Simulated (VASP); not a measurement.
Be3ZnTe4:

```
CELL_PARAMETERS angstrom
0.00000 4.75289 4.75289
4.75289 0.00000 4.75289
4.75289 4.75289 0.00000
ATOMIC_POSITIONS crystal
Be 0.50000 0.50000 0.50000
Be 0.75000 0.75000 0.75000
Be 0.00000 0.00000 0.00000
Zn 0.25000 0.25000 0.25000
Te 0.63368 0.09896 0.63368
Te 0.63368 0.63368 0.63368
Te 0.09896 0.63368 0.63368
Te 0.63368 0.63368 0.09896
```

The cell was built by a generator and needn't be a form met in nature.

* Program: VASP 6.6.1
* Task: relaxation of cell and atoms
* Functional: PBE
* Potentials or basis: VASP PAW PBE potentials, release 64 (Be, Zn, Te)
* Cutoff: 520 eV
* k mesh: 3 × 3 × 3
* Occupations: gaussian, width 0.15 eV
* Spin: no spin polarisation

At the start: pressure 18.2 GPa; volume 26.84 Å³/atom.

Problem. Where does the relaxation end?

Solution. Over 9 steps the energy falls by 650.3 meV/atom and the volume is 38.51 Å³/atom (+43.5 %); space group F-43m (No. 216, to 0.05 Å).

The path:
| step | energy change (eV) | largest force (eV/Å) | pressure (GPa) | volume (Å³) |
| --- | --- | --- | --- | --- |
| 1 | 0.0000 | 6.7022 | 18.19 | 214.73 |
| 2 | -3.8987 | 3.1577 | 0.78 | 324.03 |
| 3 | -4.6931 | 1.6685 | 3.66 | 275.52 |
| 4 | -4.6709 | 2.0190 | 2.48 | 282.63 |
| 5 | -4.6886 | 1.8374 | 2.87 | 278.88 |
| 6 | -5.1888 | 0.3204 | -0.09 | 310.76 |
| 7 | -5.1910 | 0.2309 | -0.27 | 313.51 |
| 8 | -5.2011 | 0.0853 | -0.11 | 310.10 |
| 9 | -5.2024 | 0.0044 | 0.02 | 308.06 |

Final structure:
```
CELL_PARAMETERS angstrom
0.00000 5.36047 5.36047
5.36047 0.00000 5.36047
5.36047 5.36047 0.00000
ATOMIC_POSITIONS crystal
Be 0.50000 0.50000 0.50000
Be 0.75000 0.75000 0.75000
Be 0.00000 0.00000 0.00000
Zn 0.25000 0.25000 0.25000
Te 0.62507 0.12478 0.62507
Te 0.62507 0.62507 0.62507
Te 0.12478 0.62507 0.62507
Te 0.62507 0.62507 0.12478
```

Caveat: the k mesh is coarse (spacing up to 0.38 Å⁻¹), so the values aren't converged; the volume moved by over 15 % at a fixed basis, so the end points are rough.
